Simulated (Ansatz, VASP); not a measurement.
# Zn (Zinc) in two plane-wave programs, part 2 of 2

Wanted: the spread between two codes on one cell, functional and k mesh. The structure shown comes from an earlier Ansatz run, which isn't shown and may have moved the atoms alone.

VASP 6.6.1 and Ansatz 0.2.0.

So far: The structure; Ansatz: elastic constants, LDA, pair 1.

## 3. VASP: elastic constants, LDA, pair 1

Level of this step: LDA; plane waves and PAW (Zn) (VASP).

The same cell, functional (in two slightly different forms), mesh and smearing now go to VASP, with its own data sets.

Lines of VASP's logs that name or quote its potential files are left out, and so is its time.

Input file INCAR:

```
SYSTEM = Zn
PREC = Accurate
ENCUT = 500
EDIFF = 1E-08
NELM = 120
ISMEAR = 0
SIGMA = 0.05
LREAL = .FALSE.
ALGO = Normal
GGA = CA
NBANDS = 18
LORBIT = 11
LWAVE = .FALSE.
LCHARG = .FALSE.
ISIF = 3
IBRION = 6
NFREE = 2
POTIM = 0.015
NSW = 1
LASPH = .TRUE.
GGA_COMPAT = .FALSE.
KPAR = 2
```

Input file POSCAR:

```
Zn
1.0
    2.5497063505      0.0000000000      0.0000000000
   -1.2748531753      2.2081104717      0.0000000000
    0.0000000000      0.0000000000      4.8614571040
Zn
2
Direct
    0.3333333333      0.6666666667      0.2500000000
    0.6666666667      0.3333333333      0.7500000000
```

Input file KPOINTS:

```
Automatic mesh
0
Gamma
15 15 8
0 0 0
```

PAW data sets: Zn (LDA family, release 64).

Started as:

```bash
> mpirun -np 2 vasp_std
```

Numbers of over 12 decimals in the logs are rounded to 6 here.

Output:

```text
[banner, memory and clock lines left out]
running    2 mpi-ranks, on    1 nodes
 distrk:  each k-point on    1 cores,    2 groups
 distr:  one band on    1 cores,    1 groups

 POSCAR found type information on POSCAR Zn
 POSCAR found :  1 types and       2 ions
 LDA part: xc-table for (Slater(with rela. corr.)+CA(PZ))
 , standard interpolation
 POSCAR, INCAR and KPOINTS ok, starting setup
 FFT: planning ... GRIDC
 FFT: planning ... GRID_SOFT
 FFT: planning ... GRID
 WAVECAR not read
 entering main loop
       N       E                     dE             d eps       ncg     rms          rms(c)
DAV:   1     0.103977294637E+03    0.10398E+03   -0.12224E+04  5076   0.213E+03
DAV:   2     0.484163325486E-01   -0.10393E+03   -0.10123E+03  4888   0.296E+02
DAV:   3    -0.406495047118E+01   -0.41134E+01   -0.40993E+01  5492   0.677E+01
DAV:   4    -0.408597147689E+01   -0.21021E-01   -0.21016E-01  5346   0.488E+00
DAV:   5    -0.408599884681E+01   -0.27370E-04   -0.27370E-04  5298   0.158E-01    0.514E+00
DAV:   6    -0.379272787990E+01    0.29327E+00   -0.11330E+00  5240   0.238E+01    0.359E+00
DAV:   7    -0.377011993035E+01    0.22608E-01   -0.46657E-02  6224   0.387E+00    0.180E+00
DAV:   8    -0.376001779061E+01    0.10102E-01   -0.33067E-03  6634   0.824E-01    0.556E-02
DAV:   9    -0.375998480428E+01    0.32986E-04   -0.30888E-04  6278   0.212E-01    0.304E-02
DAV:  10    -0.375998776837E+01   -0.29641E-05   -0.19996E-05  5190   0.409E-02    0.266E-03
DAV:  11    -0.375998774344E+01    0.24922E-07   -0.65465E-07  5360   0.101E-02    0.214E-03
DAV:  12    -0.375998775022E+01   -0.67744E-08   -0.15350E-08  4096   0.172E-03
   1 F= -.37599878E+01 E0= -.37599352E+01  d E =-.105012E-03
[... from here on, the cycles between the ionic steps are left out ...]
   2 F= -.37567444E+01 E0= -.37567085E+01  d E =-.717240E-04
   3 F= -.37520702E+01 E0= -.37520278E+01  d E =-.847412E-04
   8 F= -.37576890E+01 E0= -.37576342E+01  d E =-.109577E-03
   9 F= -.37576890E+01 E0= -.37576342E+01  d E =-.109579E-03
  10 F= -.37587926E+01 E0= -.37587329E+01  d E =-.119447E-03
  11 F= -.37587926E+01 E0= -.37587329E+01  d E =-.119447E-03
  12 F= -.37587844E+01 E0= -.37587260E+01  d E =-.116794E-03
  13 F= -.37587844E+01 E0= -.37587260E+01  d E =-.116795E-03
  14 F= -.37599226E+01 E0= -.37598701E+01  d E =-.105076E-03
  15 F= -.37599226E+01 E0= -.37598701E+01  d E =-.105076E-03
  16 F= -.37596751E+01 E0= -.37596225E+01  d E =-.105246E-03
 Finite differences progress:
  Degree of freedom:   8/  8
  Displacement:        1/  2
  Total:              15/ 16
 bond charge predicted
       N       E                     dE             d eps       ncg     rms          rms(c)
DAV:   1    -0.375916522675E+01    0.50987E-03   -0.37806E+00  7086   0.147E+01    0.805E-02
DAV:   2    -0.375972505118E+01   -0.55982E-03   -0.63360E-03  7032   0.823E-01    0.467E-02
DAV:   3    -0.375967979724E+01    0.45254E-04   -0.51744E-05  7874   0.951E-02    0.134E-02
DAV:   4    -0.375967529161E+01    0.45056E-05   -0.84015E-06  7780   0.404E-02    0.208E-03
DAV:   5    -0.375967513159E+01    0.16002E-06   -0.47705E-07  7552   0.668E-03    0.895E-04
DAV:   6    -0.375967509756E+01    0.34026E-07   -0.51533E-08  7498   0.157E-03    0.128E-04
DAV:   7    -0.375967509670E+01    0.86493E-09   -0.19358E-09  3976   0.356E-04
  17 F= -.37596751E+01 E0= -.37596225E+01  d E =-.105246E-03
 Finite differences progress:
  Degree of freedom:   8/  8
  Displacement:        2/  2
  Total:              16/ 16
```

From OUTCAR (step 3):

```text
ion  position               nearest neighbor table
   1  0.333  0.667  0.250-   2 2.84   2 2.84   2 2.84   2 2.84   2 2.84   2 2.84
   2  0.667  0.333  0.750-   1 2.84   1 2.84   1 2.84   1 2.84   1 2.84   1 2.84

  LATTYP: Found a hexagonal cell.
 ALAT       =     2.5497063505
 C/A-ratio  =     1.9066733324

 Subroutine GETGRP returns: Found 24 space group operations
 (whereof 12 operations were pure point group operations)

The static configuration has the point symmetry D_3d.
 The point group associated with its full space group is D_6h.

 Found    135 irreducible k-points:

   k-points           NKPTS =    135   k-points in BZ     NKDIM =    135   number of bands    NBANDS=     18

   dimension x,y,z NGX =    20 NGY =   20 NGZ =   36
   dimension x,y,z NGXF=    40 NGYF=   40 NGZF=   72

   ENCUT  =  500.0 eV  36.75 Ry    6.06 a.u.   4.65  4.65  8.86*2*pi/ulx,y,z

   NELECT =      24.0000    total number of electrons

 k-points in reciprocal lattice and weights: Automatic mesh
   0.00000000  0.00000000  0.00000000       0.001
   0.06666667 -0.00000000  0.00000000       0.003
   0.13333333 -0.00000000  0.00000000       0.003
   0.20000000 -0.00000000  0.00000000       0.003
   0.26666667 -0.00000000  0.00000000       0.003
   0.33333333 -0.00000000  0.00000000       0.003
   0.40000000 -0.00000000  0.00000000       0.003
   0.46666667  0.00000000  0.00000000       0.003
   0.06666667  0.06666667  0.00000000       0.003
[...]
0.33333333  0.26666667  0.50000000       0.007
   0.33333333  0.33333333  0.50000000       0.001

 average (electrostatic) potential at core
       1 -37.5225       2 -37.5225

 E-fermi :   3.5831

 k-point     1 :       0.0000    0.0000    0.0000
  band No.  band energies     occupation
    ...
      9      -3.8892      2.00000
     10      -3.6663      2.00000
     11      -3.6663      2.00000
     12      -0.6013      2.00000
     13       0.3601      2.00000
     14      17.2496      0.00000
     15      21.3462      0.00000
     16      23.0047      0.00000
     17      23.0047      0.00000
     18      24.2942      0.00000

 k-point     2 :       0.0667   -0.0000    0.0000
  band No.  band energies     occupation
    ...
      9      -3.9040      2.00000
     10      -3.7720      2.00000
     11      -3.6653      2.00000
     12      -0.3471      2.00000
     13       0.4266      2.00000
     14      17.4146      0.00000
     15      20.3771      0.00000
     16      21.4252      0.00000
     17      21.6633      0.00000
     18      23.2163      0.00000

 k-point     3 :       0.1333   -0.0000    0.0000
  band No.  band energies     occupation
    ...
      9      -3.9433      2.00000
     10      -3.9391      2.00000
     11      -3.6647      2.00000
     12       0.3288      2.00000
     13       0.6418      2.00000
     14      16.9627      0.00000
     15      17.8859      0.00000
     16      19.9130      0.00000
     17      21.2124      0.00000
     18      22.0242      0.00000

  Total        0.1438776      0.1438776      0.0694008     -0.0000000      0.0000000      0.0000000
  in kB        8.4222144      8.4222144      4.0625403     -0.0000000      0.0000000      0.0000000
  external PRESSURE =       6.9689897 kB  Pullay stress =       0.0000000 kB

  energy-cutoff  :      500.00
  volume of cell :       27.37
      direct lattice vectors                 reciprocal lattice vectors
     2.549706351  0.000000000  0.000000000     0.392202027  0.226437946  0.000000000
    -1.274853175  2.208110472  0.000000000     0.000000000  0.452875892  0.000000000
     0.000000000  0.000000000  4.861457104     0.000000000  0.000000000  0.205699645

 POSITION                                       TOTAL-FORCE (eV/Angst)
 -----------------------------------------------------------------------------------
     -0.00000      1.47207      1.20036         0.000000     -0.000000      0.041429
      1.27485      0.73604      3.64609        -0.000000      0.000000     -0.041429
 -----------------------------------------------------------------------------------
    total drift:                                0.000000     -0.000000     -0.000359

  FREE ENERGIE OF THE ION-ELECTRON SYSTEM (eV)
  ---------------------------------------------------
  free  energy   TOTEN  =        -3.7596750967 eV

  energy  without entropy=       -3.7595698505  energy(sigma->0) =       -3.75962247

  SYMMETRIZED ELASTIC MODULI (kBar)
 Direction    XX          YY          ZZ          XY          YZ          ZX
 --------------------------------------------------------------------------------
 XX        2915.6526    509.1566    297.7670     -0.0000     -0.0000      0.0000
 YY         509.1566   2915.6526    297.7670     -0.0000     -0.0000      0.0000
 ZZ         297.7670    297.7670   1615.3229     -0.0000      0.0000      0.0000
 XY          -0.0000     -0.0000     -0.0000   1203.2480      0.0000     -0.0000
 YZ          -0.0000      0.0000     -0.0000      0.0000    637.3632     -0.0000
 ZX           0.0000      0.0000      0.0000     -0.0000     -0.0000    637.3633
 --------------------------------------------------------------------------------

 Eigenvectors and eigenvalues of the dynamical matrix
 ----------------------------------------------------

   1 f  =    4.543854 THz    28.549875 2PiTHz  151.566644 cm-1    18.791860 meV
             X         Y         Z           dx          dy          dz
     -0.000000  1.472074  1.215364     0.000000    0.000000    0.707107
      1.274853  0.736037  3.646093     0.000000    0.000000   -0.707107

   2 f  =    2.183710 THz    13.720652 2PiTHz   72.840710 cm-1     9.031093 meV
             X         Y         Z           dx          dy          dz
     -0.000000  1.472074  1.215364     0.596973   -0.378977    0.000000
      1.274853  0.736037  3.646093    -0.596973    0.378977    0.000000

   3 f  =    2.183710 THz    13.720652 2PiTHz   72.840710 cm-1     9.031093 meV
             X         Y         Z           dx          dy          dz
     -0.000000  1.472074  1.215364    -0.378977   -0.596973    0.000000
      1.274853  0.736037  3.646093     0.378977    0.596973    0.000000

   4 f  =    0.000000 THz     0.000000 2PiTHz    0.000001 cm-1     0.000000 meV
             X         Y         Z           dx          dy          dz
     -0.000000  1.472074  1.215364     0.703376    0.072538    0.000000
      1.274853  0.736037  3.646093     0.703376    0.072538    0.000000

   5 f  =    0.000000 THz     0.000000 2PiTHz    0.000001 cm-1     0.000000 meV
             X         Y         Z           dx          dy          dz
     -0.000000  1.472074  1.215364    -0.072538    0.703376    0.000000
      1.274853  0.736037  3.646093    -0.072538    0.703376    0.000000

   6 f  =    0.000000 THz     0.000000 2PiTHz    0.000000 cm-1     0.000000 meV
             X         Y         Z           dx          dy          dz
     -0.000000  1.472074  1.215364     0.000000    0.000000    0.707107
      1.274853  0.736037  3.646093     0.000000    0.000000    0.707107

 ELASTIC MODULI CONTR FROM IONIC RELAXATION (kBar)
 Direction    XX          YY          ZZ          XY          YZ          ZX
 --------------------------------------------------------------------------------
 XX          -3.2434      3.2434     -0.0000      0.0000      0.0000      0.0000
 YY           3.2434     -3.2434      0.0000      0.0000      0.0000     -0.0000
 ZZ          -0.0000      0.0000     -0.0000      0.0000      0.0000     -0.0000
 XY           0.0000      0.0000      0.0000     -3.2434      0.0000      0.0000
 YZ           0.0000      0.0000      0.0000      0.0000      0.0000      0.0000
 ZX           0.0000     -0.0000     -0.0000      0.0000      0.0000     -0.0000
 --------------------------------------------------------------------------------

 TOTAL ELASTIC MODULI (kBar)
 Direction    XX          YY          ZZ          XY          YZ          ZX
 --------------------------------------------------------------------------------
 XX        2912.4092    512.4001    297.7670     -0.0000     -0.0000      0.0000
 YY         512.4001   2912.4092    297.7670     -0.0000     -0.0000     -0.0000
 ZZ         297.7670    297.7670   1615.3229     -0.0000      0.0000      0.0000
 XY          -0.0000     -0.0000     -0.0000   1200.0046      0.0000     -0.0000
 YZ          -0.0000      0.0000     -0.0000      0.0000    637.3632     -0.0000
 ZX           0.0000     -0.0000     -0.0000     -0.0000     -0.0000    637.3633
 --------------------------------------------------------------------------------

 total charge
# of ion       s       p       d       tot
------------------------------------------
    1        0.621   0.535   9.728  10.884
    2        0.621   0.535   9.728  10.884
--------------------------------------------------
tot          1.243   1.071  19.455  21.769

[... 3 further parts left out ...]
```

CONTCAR:

```
Zn
   1.00000000000000
     2.5497063505000002    0.0000000000000000    0.0000000000000000
    -1.2748531753000001    2.2081104717000000    0.0000000000000000
     0.0000000000000000    0.0000000000000000    4.8614571040000003
  Zn
     2
Direct
     0.3333333332999970    0.6666666667000031    0.2469145053264673
     0.6666666667000030    0.3333333332999970    0.7500000000000000
```

Levels, forces or a CONTCAR printed for this step are those of its last displaced cell, not of the structure at rest.

## 4. Comparison

Known differences besides the potentials themselves: the two LDA forms differ slightly; the cutoff is 420 eV in Ansatz and 500 eV in VASP; VASP's log shows a relativistic correction to its local exchange, Ansatz's none; VASP takes each elastic constant from one size of strain, Ansatz from those that its log lists. Total energies have different zeros and are not compared.

Both answers:

```csv
quantity,Ansatz,VASP,difference
C11 (GPa),285.7,291.2,-1.92 %
C22 (GPa),285.7,291.2,-1.92 %
C33 (GPa),160.4,161.5,-0.73 %
C12 (GPa),52.2,51.2,+1.88 %
C13 (GPa),28.1,29.8,-5.54 %
C23 (GPa),28.1,29.8,-5.54 %
C44 (GPa),57.9,63.7,-9.14 %
C55 (GPa),57.9,63.7,-9.14 %
C66 (GPa),116.7,120.0,-2.73 %
```

## 5. Ansatz: elastic constants, LDA, pair 2

Elastic constants are differences of stresses under small strains, so they test the stress and the mesh.

The structure shown comes from an earlier Ansatz run, which isn't shown and may have moved the atoms alone.

Input file input.yaml:

```yaml
crystal:
  lattice:
    - [2.5485795482, 0.0, 0.0]
    - [-1.2742897741, 2.2071346323, 0.0]
    - [0.0, 0.0, 4.8681469695]
  atoms:
    - { symbol: Zn, position: [0.3333333333, 0.6666666667, 0.25] }
    - { symbol: Zn, position: [0.6666666667, 0.3333333333, 0.75] }
kpoints:
  mp_grid: { grid: [15, 15, 8] }
hamiltonian:
  xc: lda
scf:
  occupations: { method: methfessel_paxton, width: 0.25 }
output:
  forces: true
  stress: true
  eigenvalues: true
elastic:
  mode: relaxed_ion
  stencil: two_point
  amplitude: 0.01
```

Started as:

```bash
> ansatz run input.yaml --threads 4 --pin off --max-ram 16384MiB --backend cpu --events-out ev --progress --plain --runs-dir out
```

Output:

```text
[...]
Crystal: 2 atoms, lattice volume = 27.384 Å³
Basis set: ecut = 420 eV, 527 PW (Γ)
Bands: 16, of which v1, the nominal top of the filled ones, is band 12 counted from 1 (11 counted from 0)
Symmetry: 24 space group operations
[...]
k-points: 135 of 1800
[...]
1.000e-2       1.2657       -6492.5189212       6   38448    568   relax 0 steps, max|allowed force component| 1.67e-16 eV/Å
[...]
δ    σ_23 (GPa)             F (eV)   n_scf  n_hpsi   n_pw
    -1.000e-2      -0.5137       -6492.5196322       2   78553    568   relax 3 steps, max|allowed force component| 4.34e-6 eV/Å
     1.000e-2       0.5137       -6492.5196322       2   77460    568   relax 3 steps, max|allowed force component| 2.64e-5 eV/Å
[key lines of the parts left out:]
SCF converged after 9 iterations
Free energy (F): -6492.520062 eV
Fermi energy:    12.244327 eV
P = ⅓ Tr σ = -0.0011 GPa (-0.011 kbar)
```

## 6. VASP: elastic constants, LDA, pair 2

The same cell, functional (in two slightly different forms), mesh and smearing now go to VASP, with its own data sets.

INCAR, as its differences from that of step 3:

```diff
@@ -5,4 +5,4 @@
 NELM = 120
-ISMEAR = 0
-SIGMA = 0.05
+ISMEAR = 1
+SIGMA = 0.25
 LREAL = .FALSE.
```

Input file POSCAR:

```
Zn
1.0
    2.5485795482      0.0000000000      0.0000000000
   -1.2742897741      2.2071346323      0.0000000000
    0.0000000000      0.0000000000      4.8681469695
Zn
2
Direct
    0.3333333333      0.6666666667      0.2500000000
    0.6666666667      0.3333333333      0.7500000000
```

KPOINTS is that of step 3.

Started as:

```bash
> mpirun -np 2 vasp_std
```

Output:

```text
[... set-up lines as in an earlier step ...]
 entering main loop
       N       E                     dE             d eps       ncg     rms          rms(c)
DAV:   1     0.105345569217E+03    0.10535E+03   -0.12235E+04  5060   0.212E+03
DAV:   2     0.161500152223E+00   -0.10518E+03   -0.10209E+03  4880   0.296E+02
DAV:   3    -0.406317694988E+01   -0.42247E+01   -0.42098E+01  5502   0.682E+01
DAV:   4    -0.408466956021E+01   -0.21493E-01   -0.21487E-01  5436   0.486E+00
[...]
DAV:  10    -0.375875687688E+01   -0.29350E-05   -0.20479E-05  5200   0.414E-02    0.267E-03
DAV:  11    -0.375875685055E+01    0.26325E-07   -0.66553E-07  5312   0.101E-02    0.216E-03
DAV:  12    -0.375875685873E+01   -0.81805E-08   -0.16539E-08  4190   0.179E-03
   1 F= -.37587569E+01 E0= -.37597290E+01  d E =0.291639E-02
[... from here on, the cycles between the ionic steps are left out ...]
   2 F= -.37555367E+01 E0= -.37567293E+01  d E =0.357800E-02
   3 F= -.37508551E+01 E0= -.37515528E+01  d E =0.209285E-02
   8 F= -.37564395E+01 E0= -.37574346E+01  d E =0.298536E-02
   9 F= -.37564395E+01 E0= -.37574346E+01  d E =0.298536E-02
  10 F= -.37577676E+01 E0= -.37587211E+01  d E =0.286056E-02
  11 F= -.37577676E+01 E0= -.37587211E+01  d E =0.286055E-02
  12 F= -.37577630E+01 E0= -.37587085E+01  d E =0.283666E-02
  13 F= -.37577630E+01 E0= -.37587085E+01  d E =0.283666E-02
  14 F= -.37586921E+01 E0= -.37596644E+01  d E =0.291677E-02
  15 F= -.37586921E+01 E0= -.37596644E+01  d E =0.291677E-02
  16 F= -.37584543E+01 E0= -.37594247E+01  d E =0.291114E-02
  17 F= -.37584543E+01 E0= -.37594247E+01  d E =0.291114E-02
 Finite differences progress:
  Degree of freedom:   8/  8
  Displacement:        2/  2
  Total:              16/ 16
```

From OUTCAR (step 6):

```text
  Total        0.1454084      0.1454084      0.0727371      0.0000000      0.0000000      0.0000000
  in kB        8.5076462      8.5076462      4.2557482      0.0000000      0.0000000      0.0000000
  external PRESSURE =       7.0903469 kB  Pullay stress =       0.0000000 kB

 POSITION                                       TOTAL-FORCE (eV/Angst)
 -----------------------------------------------------------------------------------
     -0.00000      1.47142      1.20204         0.000000      0.000000      0.040211
      1.27429      0.73571      3.65111         0.000000     -0.000000     -0.040211
 -----------------------------------------------------------------------------------
    total drift:                                0.000000     -0.000000     -0.000379

  FREE ENERGIE OF THE ION-ELECTRON SYSTEM (eV)
  ---------------------------------------------------
  free  energy   TOTEN  =        -3.7584543354 eV

  energy  without entropy=       -3.7613654750  energy(sigma->0) =       -3.75942472

[... 1 part as in an earlier step ...]

[... 2 further parts left out ...]
[key lines of the parts left out:]
E-fermi :   3.6233
```

Levels, forces or a CONTCAR printed for this step are those of its last displaced cell, not of the structure at rest.

## 7. Differences

Compared:

```csv
quantity,Ansatz,VASP,difference
C11 (GPa),285.0,287.0,-0.71 %
C22 (GPa),285.0,287.0,-0.71 %
C33 (GPa),147.2,145.1,+1.48 %
C12 (GPa),50.4,50.0,+0.87 %
C13 (GPa),31.9,36.5,-12.59 %
C23 (GPa),31.9,36.5,-12.59 %
C44 (GPa),51.4,53.0,-3.10 %
C55 (GPa),51.4,53.0,-3.10 %
C66 (GPa),117.3,118.5,-1.05 %
```

## 8. Outcome

```json
{
  "difference in C44 (elastic constants, LDA, pair 1)": "-9.1 %",
  "difference in C13 (elastic constants, LDA, pair 2)": "-13 %"
}
```

What this shows: The difference in C13 is -13 % (elastic constants, LDA, pair 2), beyond the 5 % picked in this series as the mark of a large difference. How closely two codes agree says nothing of how well the functional describes the real material.

[Lines on the potential files, build, host, timing and source positions are cut from VASP's logs without a mark.]

[Logs are printed without paths, hosts, clocks, repeated set-up lines and the standing remarks that a program may print on its own settings, such as how far it seeks lower states.]

[Hosts, paths, dates, database ids (printed as entryN), source tags and the programs' standing remarks are cut or masked in the printed files.]
